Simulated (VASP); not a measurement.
These are PBEsol GGA, VASP's PBE PAW potentials (set 64) (plane waves; VASP 6.6.1) values and carry that method's errors.

A VASP calculation is set up with these files.

**INCAR**
```
ISIF = 2   ! forces and stress, cell fixed
ALGO = Normal   ! blocked Davidson
ENCUT = 400   ! plane-wave cut-off (eV)
LASPH = .True.
GGA = PS
ISMEAR = -5
SYSTEM = TaGe
NEDOS = 601
PREC = Accurate
LWAVE = .False.
NELM = 100   ! most electronic steps
LORBIT = 11
LMAXMIX = 6   ! l cut-off of mixed one-centre charges
EDIFF = 1E-7
LREAL = .False.   ! projection in real space or not
LCHARG = .True.
```

### KPOINTS
```
Automatic mesh
0
Gamma
15 15 10
0 0 0
```

POSCAR:
```
TaGe
1
    3.0451626095     0.0000000000    -0.0000000000
   -1.5225813047     2.6371882529    -0.0000000000
    0.0000000000     0.0000000000     4.1070759339
Ta Ge
1 1
Direct
  0.0000000000   0.0000000000   0.0000000000
  0.6666670000   0.3333330000   0.5000000000
```

POTCAR, in this order: Ta_pv Ge_d (PBE.64 set). Program: vasp_std.

For a metal the tetrahedron method with Blöchl corrections gives inexact stress and forces. Unless said otherwise, spin-orbit coupling is left out, though it shifts the bands of the heavy elements here.

Question: Predict the energy per atom (σ→0), band gap (on the k-mesh).

Answer: 
```yaml
energy per atom (σ→0): -8.944 eV/atom
band gap (on the k-mesh): none (metal, semimetal or under 0.01 eV)
```

### OSZICAR
```
...
DAV:   7    -0.178983518847E+02    0.12241E+00   -0.25231E-01  6528   0.617E+00    0.176E+00
DAV:   8    -0.178895108487E+02    0.88410E-02   -0.22591E-02  7632   0.124E+00    0.229E-01
DAV:   9    -0.178885627380E+02    0.94811E-03   -0.28220E-03  6600   0.896E-01    0.555E-02
DAV:  10    -0.178885416035E+02    0.21134E-04   -0.11606E-04  6592   0.178E-01    0.283E-02
DAV:  11    -0.178885403341E+02    0.12694E-05   -0.12512E-05  7528   0.485E-02    0.958E-03
DAV:  12    -0.178885422089E+02   -0.18747E-05   -0.16370E-06  6768   0.150E-02    0.113E-03
DAV:  13    -0.178885421093E+02    0.99612E-07   -0.12992E-07  3512   0.352E-03
   1 F= -.17888542E+02 E0= -.17888542E+02  d E =0.000000E+00
```

The structure was generated: TaGe was put into the WC type (P-6m2), which need not be its known phase. It was relaxed first, which changed the volume by -15 %. The electron count is odd and the run is not spin-polarised, which forces a metal.
